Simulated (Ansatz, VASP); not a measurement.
# Ru (Ruthenium) in two plane-wave programs

Aim: how closely do two programs agree when they are given the same cell, functional and k mesh? The cell is taken from a series of runs on this material, whose earlier steps may have relaxed, scaled, displaced or heated it; both programs get it as it stands.

Program: Ansatz 0.2.0. Level of theory: plane waves, with VASP 6.6.1 beside it; zone-centre phonons at PBEsol. Results are calculated unless marked as measured.

## 1. Set-up

Symmetry: P6_3/mmc, No. 194, hexagonal system. The conventional cell has a = 2.637 Å, b = 2.637 Å, c = 4.297 Å, α = 90.00°, β = 90.00°, γ = 120.00°. Nearest to Ru lie 12 Ru at 2.63 to 2.64 Å.

Structure file:

```cif
data_structure
_symmetry_space_group_name_H-M 'P 1'
_symmetry_Int_Tables_number 1
_cell_length_a 2.6367
_cell_length_b 2.6367
_cell_length_c 4.2969
_cell_angle_alpha 90.000
_cell_angle_beta 90.000
_cell_angle_gamma 120.000
_cell_volume 25.87
loop_
_atom_site_label
_atom_site_type_symbol
_atom_site_fract_x
_atom_site_fract_y
_atom_site_fract_z
_atom_site_occupancy
Ru1 Ru 0.33333 0.66667 0.25000 1
Ru2 Ru 0.66667 0.33333 0.75000 1
```

## 2. VASP: zone-centre phonons, PBEsol

Second derivatives magnify differences that forces hide, and they need a tight electronic threshold.

Lines of VASP's logs that name or quote its potential files are left out, and so is its time.

Input file INCAR:

```
SYSTEM = Ru
PREC = Accurate
ENCUT = 500
EDIFF = 1E-08
NELM = 120
ISMEAR = 1
SIGMA = 0.2
LREAL = .FALSE.
ALGO = Normal
GGA = PS
NBANDS = 20
LASPH = .TRUE.
LORBIT = 11
LWAVE = .FALSE.
LCHARG = .FALSE.
ISIF = 2
IBRION = 8
GGA_COMPAT = .FALSE.
KPAR = 2
```

Input file POSCAR:

```
Ru
1.0
    2.6366891793      0.0000000000      0.0000000000
   -1.3183445896      2.2834398112      0.0000000000
    0.0000000000      0.0000000000      4.2969472062
Ru
2
Direct
    0.3333333333      0.6666666667      0.2500000000
    0.6666666667      0.3333333333      0.7500000000
```

Input file KPOINTS:

```
Automatic mesh
0
Gamma
18 18 12
0 0 0
```

The projector-augmented-wave data sets are Ru_pv (PBE family, release 64).

On the command line:

```console
mpirun -np 2 vasp_std
```

Numbers of over 12 decimals in the logs are rounded to 6 here.

The program printed:

```text
[banner, memory and clock lines left out]
running    2 mpi-ranks, on    1 nodes
 distrk:  each k-point on    1 cores,    2 groups
 distr:  one band on    1 cores,    1 groups

 POSCAR found type information on POSCAR Ru
 POSCAR found :  1 types and       2 ions
|                                                                             |
|               ----> ADVICE to this user running VASP <----                  |
|                                                                             |
|     You enforced a specific xc type in the INCAR file but a different       |
|     [... a line on the potential file left out ...]
|     I HOPE YOU KNOW WHAT YOU ARE DOING!                                     |
|                                                                             |

 LDA part: xc-table for (Slater+PW92), standard interpolation
 POSCAR, INCAR and KPOINTS ok, starting setup
 FFT: planning ... GRIDC
 FFT: planning ... GRID_SOFT
 FFT: planning ... GRID
 WAVECAR not read
 entering main loop
       N       E                     dE             d eps       ncg     rms          rms(c)
DAV:   1     0.279066161025E+03    0.27907E+03   -0.17244E+04 10400   0.152E+03
DAV:   2    -0.159910365040E+02   -0.29506E+03   -0.28687E+03 10648   0.456E+02
DAV:   3    -0.217890168303E+02   -0.57980E+01   -0.57507E+01 11860   0.713E+01
DAV:   4    -0.218341470009E+02   -0.45130E-01   -0.45083E-01 13244   0.596E+00
DAV:   5    -0.218348198394E+02   -0.67284E-03   -0.67018E-03 11576   0.626E-01    0.216E+01
DAV:   6    -0.203991036821E+02    0.14357E+01   -0.32234E+00 12136   0.181E+01    0.610E+00
DAV:   7    -0.203009283330E+02    0.98175E-01   -0.65639E-01 11816   0.606E+00    0.105E+00
DAV:   8    -0.202917926422E+02    0.91357E-02   -0.23555E-02 11680   0.131E+00    0.421E-01
DAV:   9    -0.202905113926E+02    0.12812E-02   -0.21151E-03 11888   0.520E-01    0.390E-02
DAV:  10    -0.202905037761E+02    0.76165E-05   -0.15643E-04 11608   0.129E-01    0.279E-02
DAV:  11    -0.202905039595E+02   -0.18342E-06   -0.55649E-06 11948   0.229E-02    0.217E-03
DAV:  12    -0.202905040097E+02   -0.50204E-07   -0.53862E-07 11604   0.678E-03    0.150E-03
DAV:  13    -0.202905040375E+02   -0.27766E-07   -0.65899E-09  7816   0.846E-04    0.546E-05
DAV:  14    -0.202905040454E+02   -0.79094E-08   -0.10786E-09  6988   0.317E-04
   1 F= -.20290504E+02 E0= -.20290605E+02  d E =0.303044E-03
 Linear response reoptimize wavefunctions to high precision
DAV:   1    -0.202905040430E+02    0.24202E-08   -0.20143E-10  7056   0.160E-04
DAV:   2    -0.202905040430E+02   -0.14552E-10   -0.15303E-11  6648   0.422E-05
 Linear response DOF=           2
 Linear response progress:
  Degree of freedom:   1/  2
       N       E                     dE             d eps       ncg     rms          rms(c)
RMM:   1    -0.510966541819E+00   -0.51097E+00    0.28321E+00 46347   0.593E+01
RMM:   2    -0.611755166989E+00   -0.10079E+00   -0.11176E-01 63547   0.283E+00    0.153E-01
RMM:   3    -0.610202146541E+00    0.15530E-02   -0.36074E-03 73546   0.497E-01    0.684E-02
RMM:   4    -0.608747425972E+00    0.14547E-02   -0.51931E-04 73554   0.180E-01    0.260E-02
RMM:   5    -0.608516910864E+00    0.23052E-03   -0.34459E-05 88134   0.451E-02    0.100E-02
RMM:   6    -0.608411064208E+00    0.10585E-03   -0.40463E-05 78300   0.122E-02    0.484E-03
RMM:   7    -0.608408183733E+00    0.28805E-05   -0.33526E-05 78201   0.655E-03    0.736E-04
RMM:   8    -0.608429358456E+00   -0.21175E-04   -0.23136E-05 94055   0.229E-03    0.329E-04
RMM:   9    -0.608437033035E+00   -0.76746E-05   -0.13104E-05 86634   0.989E-04    0.610E-05
RMM:  10    -0.608437378544E+00   -0.34551E-06   -0.77271E-06101081   0.521E-04    0.197E-05
RMM:  11    -0.608437746533E+00   -0.36799E-06   -0.41018E-06 86228   0.313E-04    0.861E-06
RMM:  12    -0.608437730018E+00    0.16515E-07   -0.25444E-06 94047   0.218E-04    0.375E-06
RMM:  13    -0.608437675511E+00    0.54507E-07   -0.15165E-06101924   0.165E-04    0.165E-06
RMM:  14    -0.608437724670E+00   -0.49160E-07   -0.92065E-07 88975   0.140E-04    0.313E-07
RMM:  15    -0.608437733543E+00   -0.88729E-08   -0.59023E-07 87683   0.122E-04    0.459E-07
RMM:  16    -0.608437744721E+00   -0.11178E-07   -0.39182E-07 82715   0.113E-04    0.215E-07
RMM:  17    -0.608437754224E+00   -0.95031E-08   -0.27408E-07 76842   0.107E-04    0.859E-08
 first order change of Fermi-energy  -0.41513E-05
 force on displaced ion       1 direction 1 :  -8.014   0.001   0.000
 Linear response progress:
  Degree of freedom:   2/  2
       N       E                     dE             d eps       ncg     rms          rms(c)
RMM:   1    -0.636820734550E+00   -0.63682E+00    0.34470E+00 15983   0.602E+01
RMM:   2    -0.750404911220E+00   -0.11358E+00   -0.12858E-01 22047   0.299E+00    0.149E-01
RMM:   3    -0.750291694999E+00    0.11322E-03   -0.31125E-03 25537   0.466E-01    0.749E-02
RMM:   4    -0.749469722455E+00    0.82197E-03   -0.58475E-04 24924   0.171E-01    0.226E-02
RMM:   5    -0.749299914277E+00    0.16981E-03    0.10586E-04 29634   0.539E-02    0.147E-02
RMM:   6    -0.749232841913E+00    0.67072E-04    0.13991E-05 26713   0.175E-02    0.106E-02
RMM:   7    -0.749185394849E+00    0.47447E-04   -0.22206E-05 25588   0.104E-02    0.280E-03
RMM:   8    -0.749175171462E+00    0.10223E-04   -0.11555E-05 29636   0.433E-03    0.700E-04
RMM:   9    -0.749181509562E+00   -0.63381E-05   -0.70597E-06 28656   0.176E-03    0.104E-04
RMM:  10    -0.749181318431E+00    0.19113E-06    0.19533E-06 28249   0.761E-04    0.409E-05
RMM:  11    -0.749182690765E+00   -0.13723E-05   -0.29772E-06 31059   0.411E-04    0.123E-05
RMM:  12    -0.749182878497E+00   -0.18773E-06   -0.17479E-06 29879   0.272E-04    0.395E-06
RMM:  13    -0.749183048331E+00   -0.16983E-06   -0.29075E-06 34138   0.194E-04    0.187E-06
RMM:  14    -0.749182930414E+00    0.11792E-06   -0.12028E-06 32406   0.155E-04    0.133E-06
RMM:  15    -0.749183005446E+00   -0.75032E-07   -0.15848E-06 31190   0.137E-04    0.743E-07
RMM:  16    -0.749182931302E+00    0.74144E-07   -0.72104E-07 28577   0.124E-04    0.360E-07
RMM:  17    -0.749182961648E+00   -0.30346E-07   -0.88146E-07 29100   0.117E-04    0.193E-07
RMM:  18    -0.749182924274E+00    0.37375E-07   -0.43091E-07 22165   0.112E-04    0.280E-07
RMM:  19    -0.749182933515E+00   -0.92408E-08   -0.46634E-07 23838   0.109E-04    0.259E-07
RMM:  20    -0.749182910142E+00    0.23373E-07   -0.27349E-07 22299   0.107E-04    0.640E-07
RMM:  21    -0.749182922438E+00   -0.12296E-07   -0.32584E-07 22398   0.106E-04    0.377E-07
RMM:  22    -0.749182920310E+00    0.21282E-08   -0.23855E-07 28204   0.106E-04    0.887E-08
 first order change of Fermi-energy   0.71675E-04
 force on displaced ion       1 direction 3 :   0.000   0.000 -13.370
 Linear response finished
```

OUTCAR, selected parts (step 2):

```text
ion  position               nearest neighbor table
   1  0.333  0.667  0.250-   2 2.63   2 2.63   2 2.63   2 2.63   2 2.63   2 2.63
   2  0.667  0.333  0.750-   1 2.63   1 2.63   1 2.63   1 2.63   1 2.63   1 2.63

  LATTYP: Found a hexagonal cell.
 ALAT       =     2.6366891793
 C/A-ratio  =     1.6296752912

 Subroutine GETGRP returns: Found 24 space group operations
 (whereof 12 operations were pure point group operations)

The static configuration has the point symmetry D_3d.
 The point group associated with its full space group is D_6h.

 Found    259 irreducible k-points:

   k-points           NKPTS =    259   k-points in BZ     NKDIM =    259   number of bands    NBANDS=     20

   dimension x,y,z NGX =    20 NGY =   20 NGZ =   32
   dimension x,y,z NGXF=    40 NGYF=   40 NGZF=   64

   ENCUT  =  500.0 eV  36.75 Ry    6.06 a.u.   4.81  4.81  7.83*2*pi/ulx,y,z

   NELECT =      28.0000    total number of electrons

 k-points in reciprocal lattice and weights: Automatic mesh
   0.00000000  0.00000000  0.00000000       0.000
   0.05555556 -0.00000000  0.00000000       0.002
   0.11111111 -0.00000000  0.00000000       0.002
   0.16666667  0.00000000  0.00000000       0.002
   0.22222222  0.00000000  0.00000000       0.002
   0.27777778  0.00000000  0.00000000       0.002
   0.33333333  0.00000000  0.00000000       0.002
   0.38888889  0.00000000  0.00000000       0.002
   0.44444444  0.00000000  0.00000000       0.002
[...]
0.33333333  0.27777778  0.50000000       0.003
   0.33333333  0.33333333  0.50000000       0.001

 average (electrostatic) potential at core
       1 -66.2766       2 -66.2766

  Total        2.6210182      2.6210182     -0.0070882      0.0000000     -0.0000000      0.0000000
  in kB      162.3200216    162.3200216     -0.4389708      0.0000000     -0.0000000      0.0000000
  external PRESSURE =     108.0670241 kB  Pullay stress =       0.0000000 kB

  energy-cutoff  :      500.00
  volume of cell :       25.87
      direct lattice vectors                 reciprocal lattice vectors
     2.636689179  0.000000000  0.000000000     0.379263513  0.218967891  0.000000000
    -1.318344590  2.283439811  0.000000000     0.000000000  0.437935782  0.000000000
     0.000000000  0.000000000  4.296947206     0.000000000  0.000000000  0.232723362

 POSITION                                       TOTAL-FORCE (eV/Angst)
 -----------------------------------------------------------------------------------
     -0.00000      1.52229      1.07424        -0.000000      0.000000      0.000000
      1.31834      0.76115      3.22271         0.000000     -0.000000      0.000000
 -----------------------------------------------------------------------------------
    total drift:                               -0.000000      0.000000     -0.000000

 Eigenvectors and eigenvalues of the dynamical matrix
 ----------------------------------------------------

   1 f  =    8.041327 THz    50.525145 2PiTHz  268.229781 cm-1    33.256239 meV
             X         Y         Z           dx          dy          dz
     -0.000000  1.522293  1.074237     0.000000    0.000000   -0.707107
      1.318345  0.761147  3.222710     0.000000    0.000000    0.707107

   2 f  =    6.225759 THz    39.117598 2PiTHz  207.668968 cm-1    25.747659 meV
             X         Y         Z           dx          dy          dz
     -0.000000  1.522293  1.074237     0.296206    0.642076    0.000000
      1.318345  0.761147  3.222710    -0.296206   -0.642076    0.000000

   3 f  =    6.225759 THz    39.117598 2PiTHz  207.668968 cm-1    25.747659 meV
             X         Y         Z           dx          dy          dz
     -0.000000  1.522293  1.074237     0.642076   -0.296206   -0.000000
      1.318345  0.761147  3.222710    -0.642076    0.296206   -0.000000

   4 f  =    0.000000 THz     0.000000 2PiTHz    0.000002 cm-1     0.000000 meV
             X         Y         Z           dx          dy          dz
     -0.000000  1.522293  1.074237     0.019149    0.087143   -0.701455
      1.318345  0.761147  3.222710     0.019149    0.087143   -0.701455

   5 f/i=    0.000000 THz     0.000000 2PiTHz    0.000002 cm-1     0.000000 meV
             X         Y         Z           dx          dy          dz
     -0.000000  1.522293  1.074237     0.686786    0.163698    0.039085
      1.318345  0.761147  3.222710     0.686786    0.163698    0.039085

   6 f/i=    0.000000 THz     0.000001 2PiTHz    0.000003 cm-1     0.000000 meV
             X         Y         Z           dx          dy          dz
     -0.000000  1.522293  1.074237    -0.167207    0.682355    0.080206
      1.318345  0.761147  3.222710    -0.167207    0.682355    0.080206

 ELASTIC MODULI CONTR FROM IONIC RELAXATION (kBar)
 Direction    XX          YY          ZZ          XY          YZ          ZX
 --------------------------------------------------------------------------------
 XX         -90.9080     90.9080      0.0000     -0.0000      0.0000      0.0000
 YY          90.9080    -90.9080     -0.0000     -0.0000      0.0000     -0.0000
 ZZ           0.0000     -0.0000     -0.0000     -0.0000      0.0000      0.0000
 XY          -0.0000     -0.0000     -0.0000    -90.9080      0.0000      0.0000
 YZ           0.0000      0.0000      0.0000      0.0000      0.0000      0.0000
 ZX           0.0000     -0.0000      0.0000      0.0000      0.0000     -0.0000
 --------------------------------------------------------------------------------
```

(Part 1 of 2 ends here.)

[Lines on the potential files, build, host, timing and source positions are cut from VASP's logs without a mark.]

[Logs are printed without paths, hosts, clocks, repeated set-up lines and the standing remarks that a program may print on its own settings, such as how far it seeks lower states.]

[Hosts, paths, dates, database ids (printed as entryN), source tags and the programs' standing remarks are cut or masked in the printed files.]
